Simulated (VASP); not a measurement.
Energy against volume of CaF$_{2}$ (fluorite). Method: PBE GGA, VASP's PBE PAW potentials (set 64) (plane waves; VASP). Run with 520 eV cut-off, 7×7×7 Γ-centred mesh, Gaussian smearing of 0.050 eV, potentials Ca_sv F.

| V (Å³/atom) | E (eV/atom) |
|---|---|
| 13.567 | -5.77608 |
| 13.987 | -5.78022 |
| 14.407 | -5.77817 |
| 14.826 | -5.77080 |

Question: Fit these four points and predict the energy of the run at 13.148 Å³/atom.

Answer: A cubic in V^(−2/3), the third-order Birch-Murnaghan form, passes through the four points with V0 = 14.05 Å³/atom and B0 = 77 GPa, and gives -5.7648 eV/atom there. The run gave -5.7646 eV/atom, +0.2 meV/atom from the fit; all five points give B0 = 77 GPa.

The compound is CaF2 in the fluorite structure. It was relaxed first.
